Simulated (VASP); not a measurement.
**InP (space group F-43m): computed properties**

All values below come from PBE GGA with D3 dispersion (Becke-Johnson damping), VASP's PBE PAW potentials (set 64) (plane waves; VASP 6.6.1).

```yaml
space_group: F-43m (216)
cell: a = b = c = 5.8911 Å, α = β = γ = 90.00°
volume_per_atom: 25.56 Å^3/atom
band gap (over mesh and band path): 0.63 eV
smallest direct gap (over mesh and band path): 0.63 eV
band_edge_character: direct, Γ to Γ
density: 4.74 g/cm³
```

```cif
data_InP
_chemical_formula_sum 'P1 In1'
_space_group_name_H-M_alt 'P 1'
_space_group_IT_number 1
_cell_length_a 4.16561
_cell_length_b 4.16561
_cell_length_c 4.16561
_cell_angle_alpha 60.000
_cell_angle_beta 60.000
_cell_angle_gamma 60.000
loop_
_space_group_symop_operation_xyz
  'x, y, z'
loop_
_atom_site_label
_atom_site_type_symbol
_atom_site_fract_x
_atom_site_fract_y
_atom_site_fract_z
_atom_site_occupancy
P1 P 0.25000 0.25000 0.25000 1
In1 In 0.00000 0.00000 0.00000 1
```

Unless said otherwise, spin-orbit coupling is left out, though it shifts the bands of the heavy elements here.

The structure comes from a measured InP entry (F-43m) of the Crystallography Open Database, whose conditions weren't checked. It was relaxed first. Symmetry was kept, so distortions that lower it aren't found.
